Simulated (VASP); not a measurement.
Consider the following.

```yaml
crystal:
  lattice:
    - [1.39053, -2.40847, 0.00000]
    - [1.39053, 2.40847, 0.00000]
    - [0.00000, 0.00000, 4.49131]
  atoms:
    - { symbol: Re, position: [0.33333, 0.66667, 0.25000] }
    - { symbol: Re, position: [0.66667, 0.33333, 0.75000] }
```

Method: revPBE GGA, VASP's PBE PAW potentials (set 64) (plane waves; VASP 6.6.1). Settings: 520 eV cut-off, Gaussian smearing of 0.050 eV, potentials Re.

**Question.** Give the energies of bands 1 to 10 at the high-symmetry points, in eV from the Fermi level.

**Answer.** 
| band | Γ | M | K | A | L | H |
|---|---|---|---|---|---|---|
| 1 | -9.68 | -5.77 | -5.02 | -7.37 | -6.09 | -4.38 |
| 2 | -6.43 | -5.68 | -3.94 | -7.37 | -6.09 | -4.38 |
| 3 | -1.50 | -5.06 | -3.94 | -2.29 | -3.94 | -3.60 |
| 4 | -1.49 | -1.84 | -3.26 | -2.29 | -3.94 | -3.60 |
| 5 | -1.49 | -1.71 | -2.04 | -1.62 | 0.41 | -2.09 |
| 6 | -0.69 | -1.31 | -2.04 | -1.62 | 0.41 | -2.09 |
| 7 | -0.69 | -0.56 | -0.01 | -1.62 | 0.90 | 0.11 |
| 8 | 0.21 | 3.85 | 2.97 | -1.62 | 0.90 | 0.11 |
| 9 | 0.21 | 4.24 | 2.97 | 2.49 | 4.16 | 3.29 |
| 10 | 0.59 | 4.37 | 3.42 | 2.49 | 4.17 | 3.29 |

It has no gap at this level: it comes out as a metal or semimetal.

The compound is Re in the hcp structure. It was relaxed first.
